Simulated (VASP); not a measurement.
Given:

```xyz
2
Lattice="3.3102 0.0000 0.0000 -1.6551 2.8667 0.0000 0.0000 0.0000 5.4843" Properties=species:S:1:pos:R:3 pbc="T T T"
Sb     0.0000     1.9111     1.3711
Sb     1.6551     0.9556     4.1132
```

All values below come from PBEsol GGA, VASP's PBE PAW potentials (set 64) (plane waves; VASP 6.6.1). Settings: 400 eV cut-off, Gaussian smearing of 0.050 eV, potentials Sb.

Q: Give the energies of bands 3 to 8 at the high-symmetry points, in eV from the Fermi level.

A: 
| band | Γ | M | K | A | L | H |
|---|---|---|---|---|---|---|
| 3 | -6.13 | -4.55 | -4.67 | -1.05 | -5.59 | -4.45 |
| 4 | 3.85 | -3.33 | -2.36 | -1.05 | -5.59 | -4.45 |
| 5 | 3.85 | -2.41 | -2.36 | 4.66 | 1.69 | -3.45 |
| 6 | 5.37 | -0.25 | -1.27 | 4.66 | 1.69 | -3.45 |
| 7 | 5.48 | 0.45 | -0.83 | 4.66 | 1.73 | 2.95 |
| 8 | 5.48 | 3.74 | -0.83 | 4.66 | 1.73 | 2.95 |

It has no gap at this level: it comes out as a metal or semimetal.

The structure comes from a measured Sb entry (P6_3/mmc) of the Crystallography Open Database, whose conditions weren't checked. It was relaxed first.
